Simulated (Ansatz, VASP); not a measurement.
# SnSeS in two plane-wave programs, part 2 of 2

Wanted: the spread between two codes on one cell, functional and k mesh. The cell is taken from a series of runs on this material, whose earlier steps may have relaxed, scaled, displaced or heated it; both programs get it as it stands.

VASP 6.6.1 and Ansatz 0.2.0.

So far: Set-up; VASP: zone-centre phonons, PBEsol.

## 3. Ansatz: zone-centre phonons, PBEsol

Level of this step: Ansatz beside VASP: Kohn-Sham DFT, plane waves, PBEsol (Ansatz).

Ansatz runs on its PAW soft_1 files.

The same cell, functional and mesh now go to Ansatz, which takes its cutoff from its data sets.

Contents of input.yaml:

```yaml
crystal:
  lattice:
    - [3.73595005, -2.868e-07, 0.0]
    - [-1.8679747767, 3.235427794, 0.0]
    - [0.0, 0.0, 6.1903220595]
  atoms:
    - { symbol: Sn, position: [0.3333333333, 0.6666666667, 0.0077578982] }
    - { symbol: Se, position: [0.0, 0.0, 0.7489331417] }
    - { symbol: S, position: [0.6666666667, 0.3333333333, 0.24330996] }
kpoints:
  mp_grid: { grid: [9, 9, 4] }
hamiltonian:
  xc: pbesol
  pseudopotentials: { kind: paw, azcp: { folder: soft_1 }, xc_functional: pbe }
scf:
  occupations: { method: fixed }
output:
  eigenvalues: true
phonons:
  method: dfpt
  qmesh: [3, 3, 1]
  temperatures: { t_max: 1000, t_step: 50 }
  qpath:
    path:
      - [[0.0, 0.0, 0.0], [0.5, 0.0, 0.0], [0.33333333, 0.33333333, 0.0], [0.0, 0.0, 0.0], [0.0, 0.0, 0.5], [0.5, 0.0, 0.5], [0.33333333, 0.33333333, 0.5], [0.0, 0.0, 0.5]]
      - [[0.5, 0.0, 0.5], [0.5, 0.0, 0.0]]
      - [[0.33333333, 0.33333333, 0.5], [0.33333333, 0.33333333, 0.0]]
    npoints: 10
```

On the command line:

```sh
$ ansatz run input.yaml --threads 4 --pin off --max-ram 10240MiB --backend cpu --events-out ev --progress --plain --runs-dir out
```

Numbers of over 12 decimals in the logs are rounded to 6 here.

What it wrote:

```text
Engine: ansatz 0.2.0, aarch64-unknown-linux-gnu
Pseudopotentials: kind: paw
Pseudopotential: Sn, paw, valence charge 14, recommended cutoff 420 eV (normal), soft_1/Sn.paw.azcp
Pseudopotential: Se, paw, valence charge 16, recommended cutoff 420 eV (normal), soft_1/Se.paw.azcp
Pseudopotential: S, paw, valence charge 6, recommended cutoff 420 eV (normal), soft_1/S.paw.azcp
Functional definition: PBEsol
  exchange = pbesol_x
  correlation = pbesol_c
Crystal: 3 atoms, lattice volume = 74.825 Å³
Basis set: ecut = 420 eV, 1473 PW (Γ), exchange–correlation on 50×50×90 points (8 copies of the dense FFT grid, shifted against one another)
Bands: 22, of which v1, the nominal top of the filled ones, is band 18 counted from 1 (17 counted from 0)
Symmetry: 6 space group operations
k-points: 43 of 324 (time reversal used)
Non-local potential: Sn, projectors of the file, l = 0: 2, l = 1: 2, l = 2: 2, l = 3: 1
Non-local potential: Se, projectors of the file, l = 0: 2, l = 1: 2, l = 2: 3, l = 3: 1
Non-local potential: S, projectors of the file, l = 0: 2, l = 1: 2, l = 2: 1
PAW form: soft (Blöchl's): semilocal exchange-correlation on the pseudo side does not see the compensation charge
PAW frozen core: Sn, regenerated for the run's functional, and the local potential with it (the file was generated under x = pbe(κ = 0.804, μ = 0.219515), c = pbe(β = 0.066725))
PAW frozen core: Se, regenerated for the run's functional, and the local potential with it (the file was generated under x = pbe(κ = 0.804, μ = 0.219515), c = pbe(β = 0.066725))
PAW frozen core: S, regenerated for the run's functional, and the local potential with it (the file was generated under x = pbe(κ = 0.804, μ = 0.219515), c = pbe(β = 0.066725))
PAW one-centre angular grid: Sn, 590 points (default); XC on 64 Gauss nodes
PAW one-centre angular grid: Se, 590 points (default); XC on 64 Gauss nodes
PAW one-centre angular grid: S, 110 points (default); XC on 64 Gauss nodes
Initial density: superposition of atomic densities (chi_scale 0.1, normalization cell, long waves kept (reshape's long-wave potential 0.09 eV rms))
Initial wavefunctions: pseudopotential atomic-orbital guess
Functional: x = pbesol(κ = 0.804, μ = 0.123457), c = pbesol(β = 0.046)
SCF iter   1: F=—  HF=-12260.480019 eV  |F-HF|=—  |Δ(HF+E_count)|=         —  Δρ=3.34e-2  dr2=1.64e0  ethr=3.10e-3  ⟨swp⟩=4.9  Hψ=3974  notcnv=0  defer=83
preconditioner: auto → Resta (q_TF=auto, 2.415 Å⁻¹)  ε∞=4.2  [insulator: Δε(μ)=0.609 eV  Ē_g=9.581 eV  n_scr=22 (ndim 8)  ℏωp=17.2 eV  f_vac=0.031  ε∞_Penn≈4.2]
SCF iter   2: F=—  HF=-12260.120754 eV  |F-HF|=—  |Δ(HF+E_count)|=   3.59e-1  Δρ=1.66e-2  dr2=2.28e-1  ethr=3.10e-3  ⟨swp⟩=2.1  Hψ=1471  notcnv=0  defer=30
SCF iter   3: F=—  HF=-12260.067841 eV  |F-HF|=—  |Δ(HF+E_count)|=   5.29e-2  Δρ=5.59e-3  dr2=1.96e-2  ethr=6.33e-4  ⟨swp⟩=2.1  Hψ=1295  notcnv=0  defer=81
SCF iter   4: F=—  HF=-12260.065157 eV  |F-HF|=—  |Δ(HF+E_count)|=   2.68e-3  Δρ=1.51e-3  dr2=2.12e-3  ethr=5.43e-5  ⟨swp⟩=2.0  Hψ=1806  notcnv=0  defer=86
SCF iter   5: F=—  HF=-12260.065437 eV  |F-HF|=—  |Δ(HF+E_count)|=   2.80e-4  Δρ=4.71e-4  dr2=2.20e-4  ethr=5.89e-6  ⟨swp⟩=2.0  Hψ=1806  notcnv=0  defer=86
SCF iter   6: F=—  HF=-12260.065648 eV  |F-HF|=—  |Δ(HF+E_count)|=   2.11e-4  Δρ=1.65e-4  dr2=2.52e-5  ethr=6.10e-7  ⟨swp⟩=2.0  Hψ=1796  notcnv=0  defer=86
SCF iter   7: F=—  HF=-12260.065691 eV  |F-HF|=—  |Δ(HF+E_count)|=   4.36e-5  Δρ=3.86e-5  dr2=1.48e-6  ethr=7.01e-8  ⟨swp⟩=3.0  Hψ=1534  notcnv=0  defer=22
SCF iter   8: F=—  HF=-12260.065694 eV  |F-HF|=—  |Δ(HF+E_count)|=   2.56e-6  Δρ=1.36e-5  dr2=2.15e-7  ethr=4.11e-9  ⟨swp⟩=2.4  Hψ=1391  notcnv=0
SCF iter   9: F=—  HF=-12260.065694 eV  |F-HF|=—  |Δ(HF+E_count)|=   3.50e-7  Δρ=4.85e-6  dr2=3.50e-8  ethr=5.96e-10  ⟨swp⟩=2.0  Hψ=1720  notcnv=0
SCF iter  10: F=—  HF=-12260.065694 eV  |F-HF|=—  |Δ(HF+E_count)|=   1.46e-8  Δρ=1.60e-6  dr2=2.57e-9  ethr=9.73e-11  ⟨swp⟩=2.0  Hψ=1720  notcnv=0
SCF iter  11: F=—  HF=-12260.065694 eV  |F-HF|=—  |Δ(HF+E_count)|=   2.90e-9  Δρ=3.02e-7  dr2=1.01e-10  ethr=7.15e-12  ⟨swp⟩=2.8  Hψ=1700  notcnv=0
SCF iter  12: F=-12260.065694 eV  HF=-12260.065694 eV  |F-HF|=3.64e-12  |Δ(HF+E_count)|=  7.28e-11  Δρ=8.56e-8  dr2=5.69e-12  ethr=1.00e-12  ⟨swp⟩=9.5  Hψ=5960  notcnv=0
SCF 1 converged in 12 iterations: F = -12260.065694 eV  dr2 = 5.69e-12
  greatest PAW one-centre occupation: 1.000 electrons in one spin orbital (limit 2), on the Se atom at site 1 (counted from 0), in its partial waves of l = 2
NSCF: frozen V_eff on 43 k-points
NSCF: frozen V_eff on 95 k-points
DFPT response loops at q = (0, 0, 0) (fractional): preconditioner auto → Resta (q_TF=auto, 2.415 Å⁻¹)  ε∞=8.2 (no band partly filled); β = 1.00, the filter's whole step (`scf.mixing.beta` (0.50) is not read by the response loops at its default; to damp them type it under 1.00, their step now; it binds the ground state too); Broyden in place of MSR1
NSCF: frozen V_eff on 360 k-points
DFPT response loops at q = (0, 0.333333, 0) (fractional): mixed as the last ones told, above
NSCF: frozen V_eff on 342 k-points
DFPT response loops at q = (0.333333, 0.333333, 0) (fractional): mixed as the last ones told, above
SCF converged after 12 iterations
Free energy (F): -12260.065694 eV
Harris-Foulkes:  -12260.065694 eV  (|F-HF|=3.64e-12)
Internal energy: -12260.065694 eV  (E = F + TS)
E sigma→0 (E₀):  -12260.065694 eV
Fermi energy:    6.817410 eV
--- Per-component energies (eV) ---
  E_band       = -513.954152
  E_kinetic    = 384.483770
  E_local      = -4607.463601  (includes V_loc(G=0)·N_el)
  E_nonlocal   = -170.913600
  E_hartree    = 2328.949492
  E_xc         = -296.322689
  E_vxc        = -252.220459  (∫ρ·V_xc dr)
  E_paw        = -6976.726538  (= ΣΔE_a)
  E_vpaw       = -525.739096  (= ΣTr[D̂ρ^β])
  E_aug_tail   = -0.000096  (compensation charges beyond the density's cutoff)
  E_ewald      = -2923.427674
  E_core_change = 1.355241  (= ΣΔE_core)
  E_smearing   = -0.000000  (= −TS)
  E_closure    = 0.000000  (closes the sum)
  Σ components = -12260.065694   (vs F -12260.065694, Δ=0.00e0)
--- Band table (eV; the first three rows and the last of 43) ---
  k-point 0: bands = [... 14 lower, 5.8624, 6.5338, 6.7498, 6.7498, 8.0629, 10.0299, 11.6859, 11.6859]
  k-point 1: bands = [... 14 lower, 5.8509, 5.8509, 6.7837, 6.7837, 8.7913, 10.0548, 11.5776, 11.5776]
  k-point 2: bands = [... 14 lower, 5.8402, 5.8402, 6.8174, 6.8174, 9.2515, 10.0709, 11.4744, 11.4744]
  k-point 42: bands = [... 14 lower, 2.7887, 3.1587, 6.1920, 6.3569, 9.2486, 11.5524, 11.6048, 13.2089]
--- Phonons (Γ-DFPT): 6 representative perturbations + reference (Σ response iterations 18) ---
  ASR residual: 5.178e-5 → 0.000e0 eV/Å²; symmetrization residual: 1.808e-5 eV/Å²
  ASR residual per site (eV/Å²): 5.18e-5 5.80e-6 5.06e-5
  Γ frequencies (cm⁻¹): 0.00 0.00 0.00 138.65 138.65 185.91 185.91 218.35 309.91
--- Phonons (arbitrary-q DFPT): 3 irreducible q on the 3×3×1 mesh ---
  q = [0.0000, 0.0000, 0.0000] (star 1, of the zone-centre solve; hermiticity 1.12e-6, symmetrization 5.59e-7): -0.00 0.00 0.00 138.65 138.65 185.91 185.91 218.35 309.91
  q = [0.0000, 0.3333, 0.0000] (star 6, 9 solved perturbations on 180 of 324 k-point pairs; hermiticity 3.58e-5, symmetrization 8.35e-7): 49.34 69.32 122.34 132.58 177.22 196.61 202.37 251.45 281.30
  q = [0.3333, 0.3333, 0.0000] (star 2, 6 solved perturbations in 714 linear systems a pass and spin channel, the states on 171 of 324 k-point pairs; hermiticity 2.64e-5, symmetrization 1.32e-5): 60.46 111.58 129.17 161.40 164.84 186.30 232.06 245.16 266.31
  sum rule: each row above includes the acoustic sum rule's correction from the zone centre's row sums; it moved no ω² by more than (0.66 cm⁻¹)²
  mesh force constants: q→R imaginary residual 0.00e0; ASR residual 5.178e-5 → 0.000e0 eV/Å²; symmetrization residual 8.882e-15 eV/Å²
  interpolated dispersion: 93 rows × 9 modes
  density of states and harmonic sums: on the 21×21×10 q-mesh, interpolated from the force constants of a 3×3×1 supercell (no non-analytic term)
  largest difference from the sums on the solved wave vectors: F 4.99e-2 eV, S 6.39e-5 and C_V 1.42e-5 eV/K
  zero-point energy: 0.091028 eV/cell   skipped modes (ω ≤ 0): 100, of them read as no rigid motion or as one in doubt: 97 (1.694e-1 modes/cell left out, lowest -18.95 cm⁻¹)   left out of the sums: 1.89e-2 of the cell's modes: C_V's classical limit lies that fraction below 3 k_B per atom; for a crystal, a wire or a layer, F and S can be off by more, and a phonons.interpolated_qmesh denser along its periods is the remedy for the sampling
```

The column dr2 measures how far the density is from self-consistency, as an energy; F and HF (Harris–Foulkes) agree once it is small.

## 4. Differences

Known differences besides the potentials themselves: fixed occupations in Ansatz, narrow Gaussian smearing in VASP; VASP's run holds the zone centre alone; the data sets hold 36 valence electrons in Ansatz (on its PAW soft_1 files) and 26 in VASP; the cutoff is 420 eV in Ansatz and 500 eV in VASP; Ansatz makes its cores anew for this functional, VASP keeps those of its PBE data sets. Total energies have different zeros and are not compared.

Both answers:

```tsv
quantity	Ansatz	VASP	difference
optical mode 1 to 2 (cm⁻¹)	138.7	138.9	-0.21 %
optical mode 3 to 4 (cm⁻¹)	185.9	184.6	+0.69 %
optical mode 5 (cm⁻¹)	218.3	218.9	-0.26 %
optical mode 6 (cm⁻¹)	309.9	310.6	-0.24 %
```

Modes are paired by rising frequency, not by their patterns, so a pair may set unlike modes beside each other; they are those without the splitting of longitudinal modes.

## 5. Summary of results

```yaml
r_m_s_difference_of_the_optical_zone_centre_modes_each_program_s_sorted_by_frequency_zone_centre_phonons_pbesol: 0.85 cm⁻¹
difference_in_optical_mode_3_to_4_zone_centre_phonons_pbesol: +0.7 %
```

The r.m.s. difference of the optical zone-centre modes, each program's sorted by frequency is 0.85 cm⁻¹ (zone-centre phonons, PBEsol). The data sets hold unlike numbers of valence electrons (36 in Ansatz and 26 in VASP), so part of the differences comes from the potentials. Among the rows given in per cent, the largest difference of the zone-centre phonons, PBEsol pair is in optical mode 3 to 4, +0.7 %. How closely two codes agree says nothing of how well the functional describes the real material.

[Lines on the potential files, build, host, timing and source positions are cut from VASP's logs without a mark.]

[Logs are printed without paths, hosts, clocks, repeated set-up lines and the standing remarks that a program may print on its own settings, such as how far it seeks lower states.]

[Hosts, paths, dates, database ids (printed as entryN), source tags and the programs' standing remarks are cut or masked in the printed files.]
